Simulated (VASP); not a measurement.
# Cu: Cu into a neighbouring Cu vacancy, part 4 of 4

Wanted: the minimum-energy path in Cu for this move: Cu into a neighbouring Cu vacancy.

VASP 6.6.1; PBEsol; plane waves and PAW (Cu).

So far. Step 3 (Relax the start): The run ended after 8 ionic steps, 0.160 eV below its first step, once the forces on the free atoms met EDIFFG = -0.05. Step 4 (Relax the end): The run ended after 8 ionic steps, 0.157 eV below its first step, once the forces on the free atoms met EDIFFG = -0.05.

## (5) Nudged elastic band

Images on a straight line between the ends relax across the path, while springs keep them spaced along it.

File INCAR:

```
SYSTEM = Cu
PREC = Normal
ENCUT = 300
EDIFF = 1E-05
NELM = 120
ISMEAR = 1
SIGMA = 0.15
LREAL = Auto
ALGO = Fast
GGA = PS
NBANDS = 198
LASPH = .TRUE.
LWAVE = .FALSE.
LCHARG = .FALSE.
NCORE = 2
IMAGES = 3
SPRING = -5
IBRION = 1
POTIM = 0.3
NSW = 50
EDIFFG = -0.05
ISYM = 0
ISIF = 0
```

File POSCAR:

```
Cu
1.0
    7.1271071740      0.0000000000      0.0000000000
    0.0000000000      7.1271071740      0.0000000000
    0.0000000000      0.0000000000      7.1271071740
Cu
31
Direct
    0.7462046981      0.2471893520      0.9994893189
    0.7457767485      0.0006789134      0.2459468190
    0.9998195415      0.0002723153      0.0000877388
    0.2540551930      0.2464646146      0.9995420769
    0.5000318051      0.5001819486      0.9990669000
    0.7471391724      0.7527168366      0.9999224077
    0.2533065140      0.9991987289      0.2465157252
    0.4991573543      0.2470405077      0.2470960174
    0.7481288145      0.4992691349      0.2485947259
    0.5002366121      0.9998972634      0.5003821957
    0.7493010652      0.2486336579      0.4997363099
    0.7479428209      0.9998529734      0.7532448190
    0.9999921551      0.4992052482      0.9999706236
    0.2524294147      0.7526886601      0.9996300899
    0.0002746971      0.2484831163      0.2482868372
    0.2514904280      0.5001483559      0.2483995733
    0.4999663743      0.7530642037      0.2461585783
    0.9998305978      0.9992872628      0.4992613598
    0.2509969462      0.2483187810      0.4998115066
    0.5000037811      0.5004175657      0.5001404470
    0.7487078134      0.7514773370      0.4992711124
    0.2529525514      0.9998578115      0.7532695823
    0.5004460223      0.2467322753      0.7524289181
    0.7495583552      0.5004996102      0.7503208924
    0.9991156912      0.7507869823      0.2482286584
    0.0002967288      0.5000467460      0.4988040661
    0.2514224560      0.7511409822      0.4997881665
    0.0002968226      0.2488079065      0.7508676009
    0.2513594516      0.4998595450      0.7505921636
    0.5001907903      0.7536695457      0.7537044055
    0.0002676115      0.7507329366      0.7509057045
```

File KPOINTS:

```
Automatic mesh
0
Monkhorst-Pack
3 3 3
0 0 0
```

File 00/POSCAR:

```
Cu
1.0
    7.1271071740      0.0000000000      0.0000000000
    0.0000000000      7.1271071740      0.0000000000
    0.0000000000      0.0000000000      7.1271071740
Cu
31
Direct
    0.7462046981      0.2471893520      0.9994893189
    0.7457767485      0.0006789134      0.2459468190
    0.9998195415      0.0002723153      0.0000877388
    0.2540551930      0.2464646146      0.9995420769
    0.5000318051      0.5001819486      0.9990669000
    0.7471391724      0.7527168366      0.9999224077
    0.2533065140      0.9991987289      0.2465157252
    0.4991573543      0.2470405077      0.2470960174
    0.7481288145      0.4992691349      0.2485947259
    0.5002366121      0.9998972634      0.5003821957
    0.7493010652      0.2486336579      0.4997363099
    0.7479428209      0.9998529734      0.7532448190
    0.9999921551      0.4992052482      0.9999706236
    0.2524294147      0.7526886601      0.9996300899
    0.0002746971      0.2484831163      0.2482868372
    0.2514904280      0.5001483559      0.2483995733
    0.4999663743      0.7530642037      0.2461585783
    0.9998305978      0.9992872628      0.4992613598
    0.2509969462      0.2483187810      0.4998115066
    0.5000037811      0.5004175657      0.5001404470
    0.7487078134      0.7514773370      0.4992711124
    0.2529525514      0.9998578115      0.7532695823
    0.5004460223      0.2467322753      0.7524289181
    0.7495583552      0.5004996102      0.7503208924
    0.9991156912      0.7507869823      0.2482286584
    0.0002967288      0.5000467460      0.4988040661
    0.2514224560      0.7511409822      0.4997881665
    0.0002968226      0.2488079065      0.7508676009
    0.2513594516      0.4998595450      0.7505921636
    0.5001907903      0.7536695457      0.7537044055
    0.0002676115      0.7507329366      0.7509057045
```

File 01/POSCAR:

```
Cu
1.0
    7.1271071740      0.0000000000      0.0000000000
    0.0000000000      7.1271071740      0.0000000000
    0.0000000000      0.0000000000      7.1271071740
Cu
31
Direct
    0.6853751061      0.1862719024      0.9991408334
    0.7468219471      0.0012492841      0.2456721402
    0.9993285420      0.0009857436     -0.0003010078
    0.2529587624      0.2473027195      0.9994300316
    0.5009230295      0.4992881510      0.9990251995
    0.7480414854      0.7523092736      0.9994589604
    0.2527498223      0.9996639503      0.2470310260
    0.5003548376      0.2478687781      0.2465900311
    0.7487220470      0.4988403438      0.2479363144
    0.5007180214      1.0002236988      0.4999054400
    0.7494465267      0.2491670230      0.4994857200
    0.7484494226      1.0008335488      0.7529950761
    0.9992371125      0.4987643555      0.9999253954
    0.2518905566      0.7522088712      0.9995746400
   -0.0006236964      0.2487873032      0.2476857676
    0.2511498616      0.4998447413      0.2481094692
    0.5006299114      0.7522145246      0.2463319743
    0.9994785886      0.9999376612      0.4991618171
    0.2506669616      0.2489271054      0.4994190238
    0.5003066170      0.5000837765      0.4998306576
    0.7490968854      0.7510391864      0.4993960096
    0.2522889568      1.0004473268      0.7521014283
    0.5010320078      0.2477384212      0.7521015445
    0.7497571351      0.4996790694      0.7508519465
    0.9991022374      0.7507605288      0.2483554596
    0.0000999266      0.4997767668      0.4989089712
    0.2514101416      0.7508186626      0.4994885538
   -0.0007024484      0.2492492592      0.7513453180
    0.2509088593      0.4995461069      0.7507231988
    0.5002607371      0.7528073319      0.7528845890
    0.0002174756      0.7507508581      0.7507268253
```

File 02/POSCAR:

```
Cu
1.0
    7.1271071740      0.0000000000      0.0000000000
    0.0000000000      7.1271071740      0.0000000000
    0.0000000000      0.0000000000      7.1271071740
Cu
31
Direct
    0.6245455142      0.1253544528      0.9987923478
    0.7478671457      0.0018196548      0.2453974615
    0.9988375424      0.0016991719     -0.0006897544
    0.2518623318      0.2481408244      0.9993179862
    0.5018142539      0.4983943534      0.9989834990
    0.7489437983      0.7519017106      0.9989955131
    0.2521931306      1.0001291716      0.2475463268
    0.5015523210      0.2486970484      0.2460840448
    0.7493152795      0.4984115526      0.2472779029
    0.5011994307      1.0005501342      0.4994286844
    0.7495919881      0.2497003882      0.4992351300
    0.7489560242      1.0018141243      0.7527453332
    0.9984820700      0.4983234628      0.9998801672
    0.2513516984      0.7517290822      0.9995191900
   -0.0015220898      0.2490914900      0.2470846980
    0.2508092952      0.4995411267      0.2478193652
    0.5012934486      0.7513648454      0.2465053704
    0.9991265795      1.0005880596      0.4990622744
    0.2503369771      0.2495354298      0.4990265410
    0.5006094529      0.4997499872      0.4995208682
    0.7494859573      0.7506010358      0.4995209068
    0.2516253622      1.0010368420      0.7509332743
    0.5016179934      0.2487445672      0.7517741708
    0.7499559150      0.4988585286      0.7513830006
    0.9990887837      0.7507340752      0.2484822608
   -0.0000968756      0.4995067877      0.4990138764
    0.2513978272      0.7504963430      0.4991889410
   -0.0017017194      0.2496906118      0.7518230352
    0.2504582670      0.4992326688      0.7508542339
    0.5003306838      0.7519451182      0.7520647725
    0.0001673398      0.7507687796      0.7505479460
```

File 03/POSCAR:

```
Cu
1.0
    7.1271071740      0.0000000000      0.0000000000
    0.0000000000      7.1271071740      0.0000000000
    0.0000000000      0.0000000000      7.1271071740
Cu
31
Direct
    0.5637159222      0.0644370032      0.9984438622
    0.7489123443      0.0023900254      0.2451227828
    0.9983465428      0.0024126002     -0.0010785011
    0.2507659012      0.2489789293      0.9992059409
    0.5027054783      0.4975005558      0.9989417985
    0.7498461112      0.7514941475      0.9985320658
    0.2516364390      1.0005943930      0.2480616276
    0.5027498043      0.2495253188      0.2455780585
    0.7499085120      0.4979827615      0.2466194914
    0.5016808399      1.0008765696      0.4989519288
    0.7497374496      0.2502337534      0.4989845400
    0.7494626259      1.0027946998      0.7524955904
    0.9977270274      0.4978825700      0.9998349390
    0.2508128402      0.7512492933      0.9994637400
   -0.0024204833      0.2493956769      0.2464836284
    0.2504687288      0.4992375121      0.2475292611
    0.5019569857      0.7505151663      0.2466787664
    0.9987745704      1.0012384579      0.4989627317
    0.2500069926      0.2501437541      0.4986340581
    0.5009122888      0.4994161980      0.4992110787
    0.7498750292      0.7501628853      0.4996458041
    0.2509617676      1.0016263572      0.7497651203
    0.5022039789      0.2497507132      0.7514467972
    0.7501546948      0.4980379878      0.7519140546
    0.9990753300      0.7507076216      0.2486090619
   -0.0002936778      0.4992368086      0.4991187816
    0.2513855128      0.7501740234      0.4988893283
   -0.0027009905      0.2501319644      0.7523007523
    0.2500076748      0.4989192308      0.7509852690
    0.5004006305      0.7510829044      0.7512449560
    0.0001172039      0.7507867010      0.7503690668
```

File 04/POSCAR:

```
Cu
1.0
    7.1271071740      0.0000000000      0.0000000000
    0.0000000000      7.1271071740      0.0000000000
    0.0000000000      0.0000000000      7.1271071740
Cu
31
Direct
    0.5028863302      0.0035195536      0.9980953767
    0.7499575429      0.0029603961      0.2448481040
    0.9978555433      0.0031260285     -0.0014672477
    0.2496694706      0.2498170342      0.9990938956
    0.5035967027      0.4966067582      0.9989000980
    0.7507484242      0.7510865845      0.9980686185
    0.2510797473      1.0010596144      0.2485769284
    0.5039472876      0.2503535892      0.2450720722
    0.7505017445      0.4975539704      0.2459610799
    0.5021622492      1.0012030050      0.4984751731
    0.7498829111      0.2507671185      0.4987339501
    0.7499692276      1.0037752752      0.7522458475
    0.9969719848      0.4974416773      0.9997897108
    0.2502739821      0.7507695044      0.9994082901
   -0.0033188767      0.2496998638      0.2458825588
    0.2501281624      0.4989338975      0.2472391570
    0.5026205228      0.7496654872      0.2468521624
    0.9984225612      1.0018888563      0.4988631890
    0.2496770080      0.2507520785      0.4982415753
    0.5012151247      0.4990824088      0.4989012893
    0.7502641012      0.7497247347      0.4997707013
    0.2502981730      1.0022158725      0.7485969663
    0.5027899644      0.2507568591      0.7511194236
    0.7503534747      0.4972174470      0.7524451087
    0.9990618762      0.7506811681      0.2487358631
   -0.0004904800      0.4989668294      0.4992236867
    0.2513731984      0.7498517038      0.4985897156
   -0.0037002615      0.2505733171      0.7527784694
    0.2495570825      0.4986057927      0.7511163042
    0.5004705773      0.7502206906      0.7504251395
    0.0000670680      0.7508046225      0.7501901876
```

PAW data sets: Cu (PBE family, release 64).

On the command line:

```
mpirun -np 6 vasp_std
```

The log of the run:

```text
[banner, memory and clock lines left out]
running    6 mpi-ranks, on    1 nodes
 each image running on    2 cores
 distrk:  each k-point on    2 cores,    1 groups
 distr:  one band on    2 cores,    1 groups

 POSCAR found type information on POSCAR Cu
 01/POSCAR found :  1 types and      31 ions
 [... a notice as in an earlier step ...]

 LDA part: xc-table for (Slater+PW92), standard interpolation
 POSCAR found type information on POSCAR Cu
 00/POSCAR found :  1 types and      31 ions
 POSCAR found type information on POSCAR Cu
 04/POSCAR found :  1 types and      31 ions
 POSCAR, INCAR and KPOINTS ok, starting setup
 FFT: planning ... GRIDC
 FFT: planning ... GRID_SOFT
 FFT: planning ... GRID
 WAVECAR not read
 entering main loop
       N       E                     dE             d eps       ncg     rms          rms(c)
DAV:   1     0.306480041463E+04    0.30648E+04   -0.94629E+04  5552   0.201E+03
DAV:   2     0.353403567566E+03   -0.27114E+04   -0.26447E+04  5544   0.496E+02
DAV:   3    -0.134927560396E+03   -0.48833E+03   -0.44940E+03  5544   0.243E+02
DAV:   4    -0.164164881604E+03   -0.29237E+02   -0.28270E+02  5868   0.842E+01
DAV:   5    -0.164835283498E+03   -0.67040E+00   -0.66718E+00  6224   0.143E+01    0.466E+01
RMM:   6    -0.141561735592E+03    0.23274E+02   -0.36444E+02  5553   0.112E+02    0.229E+01
RMM:   7    -0.131296113069E+03    0.10266E+02   -0.73938E+01  5548   0.544E+01    0.384E+00
RMM:   8    -0.131420028823E+03   -0.12392E+00   -0.42321E+00  5610   0.610E+00    0.208E+00
RMM:   9    -0.131412525148E+03    0.75037E-02   -0.88925E-01  5643   0.420E+00    0.565E-01
RMM:  10    -0.131425796477E+03   -0.13271E-01   -0.28928E-01  6174   0.213E+00    0.268E-01
RMM:  11    -0.131429788619E+03   -0.39921E-02   -0.58960E-02  6074   0.706E-01    0.232E-01
RMM:  12    -0.131429758336E+03    0.30283E-04   -0.99789E-03  5670   0.439E-01    0.191E-01
RMM:  13    -0.131429700183E+03    0.58154E-04   -0.60441E-03  6178   0.246E-01    0.497E-02
RMM:  14    -0.131429814430E+03   -0.11425E-03   -0.12970E-03  6816   0.105E-01    0.352E-02
RMM:  15    -0.131429807170E+03    0.72595E-05   -0.13327E-04  5266   0.420E-02    0.125E-02
RMM:  16    -0.131429807986E+03   -0.81545E-06   -0.30775E-05  3650   0.176E-02
   1 F= -.13142981E+03 E0= -.13141920E+03  d E =-.131430E+03
 BRION: g(F)=  0.784E+00 g(S)=  0.000E+00
 bond charge predicted
       N       E                     dE             d eps       ncg     rms          rms(c)
DAV:   1    -0.131515347555E+03   -0.85540E-01   -0.26012E+01  5858   0.124E+01    0.408E-01
RMM:   2    -0.131549212965E+03   -0.33865E-01   -0.36647E-01  5544   0.325E+00    0.595E-01
RMM:   3    -0.131561630619E+03   -0.12418E-01   -0.17434E-01  7255   0.149E+00    0.298E-01
RMM:   4    -0.131562142429E+03   -0.51181E-03   -0.17404E-02  7614   0.367E-01    0.288E-01
RMM:   5    -0.131561117593E+03    0.10248E-02   -0.67135E-04  5612   0.119E-01    0.217E-01
RMM:   6    -0.131560304045E+03    0.81355E-03   -0.53891E-03  7784   0.257E-01    0.144E-01
RMM:   7    -0.131560062714E+03    0.24133E-03   -0.75901E-04  5566   0.140E-01    0.816E-02
RMM:   8    -0.131559944509E+03    0.11821E-03   -0.20082E-04  5569   0.576E-02    0.317E-02
RMM:   9    -0.131559939988E+03    0.45201E-05   -0.14419E-04  5530   0.344E-02    0.147E-02
RMM:  10    -0.131559941558E+03   -0.15694E-05   -0.45655E-05  4651   0.295E-02
   2 F= -.13155994E+03 E0= -.13154898E+03  d E =-.130134E+00
[... from here on, the cycles between the ionic steps are left out ...]
   3 F= -.13168890E+03 E0= -.13167732E+03  d E =-.128961E+00
   4 F= -.13171311E+03 E0= -.13170139E+03  d E =-.242048E-01
   5 F= -.13174480E+03 E0= -.13173288E+03  d E =-.316932E-01
   6 F= -.13175438E+03 E0= -.13174244E+03  d E =-.958272E-02
   7 F= -.13176034E+03 E0= -.13174842E+03  d E =-.595827E-02
   8 F= -.13176448E+03 E0= -.13175260E+03  d E =-.414013E-02
   9 F= -.13176851E+03 E0= -.13175669E+03  d E =-.403173E-02
  10 F= -.13177188E+03 E0= -.13176010E+03  d E =-.337031E-02
 BRION: g(F)=  0.235E-02 g(S)=  0.000E+00 retain N=  1 mean eig= 5.81
 eig:   5.809
 bond charge predicted
       N       E                     dE             d eps       ncg     rms          rms(c)
DAV:   1    -0.131773654275E+03   -0.17663E-02   -0.10647E+00  5818   0.252E+00    0.625E-02
RMM:   2    -0.131774644147E+03   -0.98987E-03   -0.10506E-02  5556   0.528E-01    0.424E-02
RMM:   3    -0.131775114327E+03   -0.47018E-03   -0.52201E-03  7441   0.253E-01    0.509E-02
RMM:   4    -0.131775111254E+03    0.30733E-05   -0.30336E-04  5889   0.543E-02    0.459E-02
RMM:   5    -0.131775098506E+03    0.12748E-04   -0.38161E-05  3366   0.254E-02    0.392E-02
RMM:   6    -0.131775114391E+03   -0.15885E-04   -0.37056E-04  7475   0.558E-02    0.648E-02
RMM:   7    -0.131775061411E+03    0.52980E-04   -0.41718E-05  3801   0.242E-02    0.245E-02
RMM:   8    -0.131775055550E+03    0.58610E-05   -0.21706E-05  2939   0.188E-02
  11 F= -.13177506E+03 E0= -.13176329E+03  d E =-.317212E-02
 BRION: g(F)=  0.201E-02 g(S)=  0.000E+00 retain N=  1 mean eig= 5.65
 eig:   5.646
 reached required accuracy - stopping structural energy minimisation
```

Wall time 10 min (6 MPI ranks of Intel Xeon 6975P-C (Granite Rapids), shared host); peak memory 1.6 GiB.

OUTCAR, selected parts (step 5):

```text
   NELECT =     341.0000    total number of electrons

  tangential force (eV/A)        -0.922375
  left and right image   0.680652  0.676060 A

  tangential force (eV/A)        -0.926245
  left and right image   0.683311  0.679705 A

 E-fermi :   7.5598

 k-point     1 :       0.0000    0.0000    0.0000
  band No.  band energies     occupation
    ...
    174       7.3314      2.05331
    175       7.3847      2.06980
    176       7.4339      1.99868
    177       7.4602      1.89328
    178       7.5883      0.68420
    179       9.2579     -0.00000
    180       9.3237     -0.00000
    181       9.3588     -0.00000
    182      11.4054      0.00000
    183      11.4784      0.00000
    ...

 POSITION                                       TOTAL-FORCE (eV/Angst)
 -----------------------------------------------------------------------------------
      4.91823      1.35344      7.12118         0.615584      0.617318     -0.001774
      5.33977     -0.05364      1.88157        -0.079969      0.020503     -0.125925
      7.08075     -0.00040      7.12095         0.039707     -0.055025      0.002689
      1.84027      1.73689      7.12159        -0.045457     -0.022368     -0.001578
      3.56366      3.51623      7.12216        -0.055829      0.041809     -0.000636
      5.30122      5.40410      7.12054        -0.024628     -0.046942      0.002048
      1.78764      7.11837      1.73748        -0.023647     -0.036147      0.030853
      3.51240      1.77470      1.88114         0.011971     -0.074948     -0.124573
      5.31661      3.51477      1.71542        -0.024321      0.008030      0.035067
      3.51699     -0.04704      3.55683         0.002926      0.004373      0.002377
      5.35908      1.79581      3.55807        -0.042638     -0.044122     -0.000520
      5.33702     -0.05262      5.23387        -0.070291      0.016169      0.124537
      7.09497      3.53185      7.12114         0.001826     -0.000077      0.000812
      1.79312      5.35669      7.12172        -0.022924     -0.023795     -0.000611
      7.07707      1.75178      1.71531         0.010959     -0.021368      0.033152
      1.76222      3.55428      1.75216        -0.004711     -0.038762      0.012193
      3.55483      5.35019      1.73717        -0.035166     -0.020945      0.031191
      7.16228      7.10513      3.55841        -0.080093     -0.007088     -0.001431
      1.70750      1.78421      3.55724         0.057477     -0.053621      0.001550
      3.54085      3.59827      3.55754        -0.004301     -0.079461      0.000416
      5.34731      5.27036      3.55864        -0.051864      0.058168     -0.002293
      1.78738     -0.00917      5.37851        -0.021646     -0.034352     -0.028452
      3.51031      1.77460      5.23435         0.019744     -0.075372      0.124270
      5.31456      3.51298      5.40224        -0.018629      0.012486     -0.035076
[...]
-----------------------------------------------------------------------------------
    total drift:                               -0.103627     -0.103368     -0.043464

  FREE ENERGIE OF THE ION-ELECTRON SYSTEM (eV)
  ---------------------------------------------------
  free  energy   TOTEN  =      -131.7750555504 eV

  energy  without entropy=     -131.7397469410  energy(sigma->0) =     -131.76328601

  tangential force (eV/A)        -0.930477
  left and right image   0.685259  0.682738 A

[... 6 parts as in an earlier step ...]

[... 8 further parts left out ...]
```

The path, image by image:

| image | path (A) | energy (eV) | Cu1: x, y, z (Å) |
| --- | --- | --- | --- |
| 0 | 0.000 | 0.0000 | 5.318, 1.762, 7.123 |
| 1 | 0.685 | 0.3830 | 4.918, 1.353, 7.121 |
| 2 | 1.368 | 0.7867 | 4.453, 0.891, 7.121 |
| 3 | 2.051 | 0.3781 | 3.990, 0.425, 7.123 |
| 4 | 2.737 | 0.0013 | 3.584, 0.025, 7.114 |

This step gave:

* electronic cycles: 106
* path length: 2.737 Å
* barrier: 0.7867 eV
* barrier in the reverse direction: 0.7854 eV
* barrier from a spline through the images: 0.7867 eV
* reaction energy: 0.001293 eV

What the program prints for this run, and its count of cycles, belong to image 1; the force that counts for the threshold is the band's, across the path.

## (6) Results

* hop: Cu into a neighbouring Cu vacancy
* barrier: 0.787 eV
* barrier in the reverse direction: 0.785 eV
* barrier from a spline through the images: 0.787 eV
* reaction energy: 0.00129 eV
* path length: 2.74 Å

The barrier is 0.79 eV forwards and 0.79 eV backwards. With an attempt frequency of 10¹³ per second, taken as a typical value, this barrier gives about 10^0 hops a second at 300 K. Both ends are alike and an image sits at the midpoint, which is the saddle if the path is symmetric. The band met its force threshold after 11 steps. Cell and mesh are small and were not tested. The band started on a straight line, so other routes may lie lower.

[Lines on the potential files, build, host, timing and source positions are cut from VASP's logs without a mark.]

[Logs are printed without paths, hosts, clocks, repeated set-up lines and the standing remarks that a program may print on its own settings, such as how far it seeks lower states.]

[Hosts, paths, dates, database ids (printed as entryN), source tags and the programs' standing remarks are cut or masked in the printed files.]

[Runs that stopped without an error message from VASP are left out.]
